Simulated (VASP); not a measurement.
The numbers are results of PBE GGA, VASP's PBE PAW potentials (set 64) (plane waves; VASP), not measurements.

A VASP calculation is set up with these files.

POSCAR:
```
CdTe
1
    0.0000000000     2.8562635467     2.8562635467
    2.8562635467    -0.0000000000     2.8562635467
    2.8562635467     2.8562635467    -0.0000000000
Cd Te
1 1
Direct
  0.0000000000   0.0000000000   0.0000000000
  0.2500000000   0.2500000000   0.2500000000
```

### INCAR
```
ALGO = Normal
EDIFF = 1E-6
EDIFFG = -0.02
ENCUT = 500
GGA = PE
IBRION = 2
ISIF = 3
ISMEAR = 0
LASPH = .True.
LCHARG = .False.
LMAXMIX = 4
LREAL = .False.
LWAVE = .False.
NELM = 100
NSW = 40
PREC = Accurate
PSTRESS = 450
SIGMA = 0.05
SYSTEM = CdTe
```

**KPOINTS**
```
Automatic mesh
0
Gamma
8 8 8
0 0 0
```

POTCAR, in this order: Cd Te (PBE.64 set). Program: vasp_std.

### Question
What will the output report for the number of irreducible k-points (NKPTS), largest plane-wave count, number of space-group operations, FFT grid (NGX, NGY, NGZ)?

### Answer

| Property | Value |
|---|---|
| number of irreducible k-points (NKPTS) | 29 |
| largest plane-wave count | 1243 |
| number of space-group operations | 24 |
| FFT grid (NGX, NGY, NGZ) | 30 × 30 × 30 |

The compound is CdTe in the zinc blende structure. It was relaxed first under an external pressure of 45 GPa.
